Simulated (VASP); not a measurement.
Given:

```xyz
2
Lattice="1.3800 -2.3902 0.0000 1.3800 2.3902 0.0000 0.0000 0.0000 4.4600" Properties=species:S:1:pos:R:3 pbc="T T T"
Re     1.3800     0.7967     1.1150
Re     1.3800    -0.7967     3.3450
```

All values below come from PBE GGA, VASP's PBE PAW potentials (set 64) (plane waves; VASP). Numerical set-up: 400 eV cut-off, 11×11×6 Γ-centred mesh, first-order Methfessel-Paxton smearing of 0.10 eV, potentials Re.

**Question.** Give the stress tensor in GPa (positive for a compressed cell).

**Answer.** 
```
5.73  0.00  0.00
0.00  5.73  0.00
0.00  0.00  5.14
```
The pressure is its mean diagonal, 5.53 GPa.

The compound is Re in the hcp structure. The cell was not relaxed at this level. The run is one of a series of settings (KPOINTS 11×11×6 Γ-centred mesh against the base run), some of them coarse on purpose.
